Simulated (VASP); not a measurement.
## GeB2C2: relaxation of cell and atoms with PBE

Crystal: GeB2C2.

```
Ge B C
1.0
     2.75280    0.00000    0.00000
    -1.37640    2.38400    0.00000
     0.00000    0.00000    7.26200
Ge B C
1 2 2
Direct
  0.00000 0.00000 0.00000
  0.66667 0.33333 0.35266
  0.33333 0.66667 0.64734
  0.66667 0.33333 0.65423
  0.33333 0.66667 0.34577
```

The cell was built by a generator and needn't be a form met in nature.

```yaml
Program: VASP 6.6.1
Task: relaxation of cell and atoms
Functional: PBE
Potentials_or_basis: VASP PAW PBE potentials, release 64 (Ge_d, B, C)
Cutoff: 520 eV
k_mesh: 12 × 12 × 4
Occupations: gaussian, width 0.1 eV
Spin: no spin polarisation
Further_INCAR_settings: ALGO = Normal; EDIFF = 1e-06; IBRION = 2; EDIFFG = -0.01; NSW = 90; ISIF = 3
```

| Quantity | Value |
| --- | --- |
| Relaxed volume | 9.50 Å³/atom |
| Relaxed cell | a = 2.751 Å, b = 2.751 Å, c = 7.249 Å, α = 90.00°, β = 90.00°, γ = 120.00° |
| Space group after relaxing (to 0.05 Å) | P-3m1 (No. 164) |
| Energy gained by relaxing | 0.2 meV/atom |
| Ionic steps | 14 |
| Pressure after relaxing | 0.1 GPa |
| Largest force after relaxing | 0.005 eV/Å |
| Band gap on the k mesh | none (metal or under the smearing width) |

Forces in eV/Å, atoms in the order of the input:
```
Ge   0.000  0.000  0.000
B    0.000  0.000 -0.005
B    0.000  0.000  0.005
C    0.000  0.000  0.003
C    0.000  0.000 -0.003
```

The path:
```tsv
step	energy change (eV)	largest force (eV/Å)	pressure (GPa)	volume (Å³)
1	0.0000	0.1167	-0.16	47.66
2	-0.0009	0.0177	0.22	47.59
3	-0.0009	0.0226	0.23	47.60
4	-0.0010	0.0255	-0.24	47.68
5	-0.0010	0.0181	0.16	47.64
6	-0.0010	0.0209	-0.21	47.66
7	-0.0010	0.0196	-0.02	47.65
8	-0.0010	0.0199	-0.09	47.65
9	-0.0011	0.0177	-0.06	47.64
10	-0.0012	0.0123	-0.05	47.60
11	-0.0012	0.0022	0.02	47.53
12	-0.0012	0.0058	-0.10	47.55
13	-0.0011	0.0041	0.50	47.46
14	-0.0012	0.0051	0.11	47.52
```

Final structure:
```cif
data_structure
_symmetry_space_group_name_H-M 'P 1'
_symmetry_Int_Tables_number 1
_cell_length_a 2.7514
_cell_length_b 2.7514
_cell_length_c 7.2492
_cell_angle_alpha 90.000
_cell_angle_beta 90.000
_cell_angle_gamma 120.000
_cell_volume 47.52
loop_
_atom_site_label
_atom_site_type_symbol
_atom_site_fract_x
_atom_site_fract_y
_atom_site_fract_z
_atom_site_occupancy
Ge1 Ge 0.00000 0.00000 0.00000 1
B1 B 0.66667 0.33333 0.35211 1
B2 B 0.33333 0.66667 0.64789 1
C1 C 0.66667 0.33333 0.65600 1
C2 C 0.33333 0.66667 0.34400 1
```

Levels at points of the mesh, in eV from the Fermi level:
| k point | band 10 | band 11 | band 12 | band 13 | band 14 | band 15 | band 16 | band 17 | band 18 |
| --- | --- | --- | --- | --- | --- | --- | --- | --- | --- |
| (0.00, 0.00, 0.00) | -3.73 | -0.55 | -0.55 | 0.33 | 0.33 | 3.69 | 8.56 | 8.56 | 8.86 |
| (0.50, 0.00, 0.00) | -6.01 | -5.32 | -3.31 | -2.22 | -0.98 | 0.83 | 1.98 | 3.12 | 6.07 |
| (0.00, 0.00, 0.50) | -0.55 | -0.55 | -0.09 | 0.33 | 0.33 | 0.88 | 8.73 | 8.73 | 8.78 |
| (0.50, 0.00, 0.50) | -5.34 | -4.46 | -3.29 | -2.54 | -2.24 | -0.51 | 3.59 | 5.57 | 6.13 |

Wall time 2.9 min on 4 MPI ranks on AMD EPYC 7R43 64-Core Processor (Zen 3), with other jobs on the host, peak memory 0.18 GiB a rank.
